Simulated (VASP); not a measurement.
A convergence study with VASP on Ru (hcp): one setting is varied, all else stays as given below, so the limit is that of these other settings. Each run relaxes cell and ions from the cell shown. The basis is that of the starting cell, so low cut-offs carry a Pulay error.

```xyz
2
Lattice="1.3550 -2.3469 0.0000 1.3550 2.3469 0.0000 0.0000 0.0000 4.2800" Properties=species:S:1:pos:R:3 pbc="T T T"
Ru     1.3550     0.7823     1.0700
Ru     1.3550    -0.7823     3.2100
```

Level of theory: PBE GGA, VASP's PBE PAW potentials (set 64) (plane waves; VASP). The tightest run used: 700 eV cut-off, 13×13×8 Γ-centred mesh, first-order Methfessel-Paxton smearing of 0.10 eV, potentials Ru_pv.

The settings run are ENCUT = 200; ENCUT = 250; ENCUT = 300; ENCUT = 350; ENCUT = 400; ENCUT = 450; ENCUT = 500; ENCUT = 550; ENCUT = 600; ENCUT = 650; ENCUT = 700. From which on does the relaxed volume stay within 0.02 Å³/atom of the tightest run?

From ENCUT = 450 on: it is off by 0.010 there and by no more than 0.02 in any finer run, while ENCUT = 400 is off by 0.045.
```tsv
setting	relaxed volume (Å³/atom)	E (eV/atom)	plane waves	difference judged (Å³/atom)
ENCUT = 200	12.157	-9.3262	183	1.606
ENCUT = 250	13.520	-9.2276	264	0.243
ENCUT = 300	13.729	-9.2400	336	0.035
ENCUT = 350	13.683	-9.2302	418	0.081
ENCUT = 400	13.718	-9.2318	512	0.045
ENCUT = 450	13.754	-9.2334	600	0.010
ENCUT = 500	13.761	-9.2337	707	0.002
ENCUT = 550	13.758	-9.2335	811	0.005
ENCUT = 600	13.758	-9.2338	929	0.005
ENCUT = 650	13.761	-9.2339	1041	0.003
ENCUT = 700	13.763	-9.2340	1164	0.000
```

Left out are rungs that failed or repeat a setting and relaxations that didn't move; long series are thinned to 24 rows.

The compound is Ru in the hcp structure.
